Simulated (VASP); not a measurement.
```yaml
crystal:
  lattice:
    - [0.00000, 3.25920, 3.25920]
    - [3.25920, 0.00000, 3.25920]
    - [3.25920, 3.25920, 0.00000]
  atoms:
    - { symbol: In, position: [0.03068, 0.03068, 0.96932] }
    - { symbol: Sb, position: [0.25000, 0.25000, 0.25000] }
```

The numbers are results of PBEsol GGA, VASP's PBE PAW potentials (set 64) (plane waves; VASP), not measurements. Numerical set-up: 480 eV cut-off, 10×10×10 Γ-centred mesh, first-order Methfessel-Paxton smearing of 0.10 eV, potentials In_d Sb.

Unless said otherwise, spin-orbit coupling is left out, though it shifts the bands of the heavy elements here.

Problem. Predict the energy per atom (σ→0), largest force, band gap (on the k-mesh) with the smallest direct gap where there is one.

Solution. 
```yaml
band gap (on the k-mesh): none (metal, semimetal or under 0.01 eV)
energy per atom (σ→0): -3.785 eV/atom
largest_force: 1.282 eV/Å
```

The absolute energy has meaning only against runs of the same code, potentials and settings.

The compound is InSb in the zinc blende structure. This cell was strained or had an atom moved on purpose.
